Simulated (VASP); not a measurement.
```yaml
crystal:
  lattice:
    - [0.00000, 3.62127, 3.62127]
    - [3.62127, 0.00000, 3.62127]
    - [3.62127, 3.62127, 0.00000]
  atoms:
    - { symbol: Sr, position: [0.00000, 0.00000, 0.00000] }
    - { symbol: Cl, position: [0.25000, 0.25000, 0.25000] }
    - { symbol: Cl, position: [0.75000, 0.75000, 0.75000] }
```

Calculation: vdW-DF2, VASP's PBE PAW potentials (set 64) (plane waves; VASP). Run with 520 eV cut-off, 6×6×6 Γ-centred mesh, Gaussian smearing of 0.050 eV, potentials Sr_sv Cl.

Question: Estimate the energy per atom (σ→0), pressure, band gap (on the k-mesh) with the smallest direct gap where there is one.

Answer: 
| Quantity | Result |
|---|---|
| band gap (on the k-mesh) | 4.61 eV |
| smallest direct gap (on the k-mesh) | 4.91 eV |
| energy per atom (σ→0) | -2.543 eV/atom |
| pressure | -1.78 GPa |

Total energies compare only between runs with the same potentials, cut-off and functional.

The compound is SrCl2 in the fluorite structure. This cell is one point of a volume scan, at 1.06 of the reference volume.
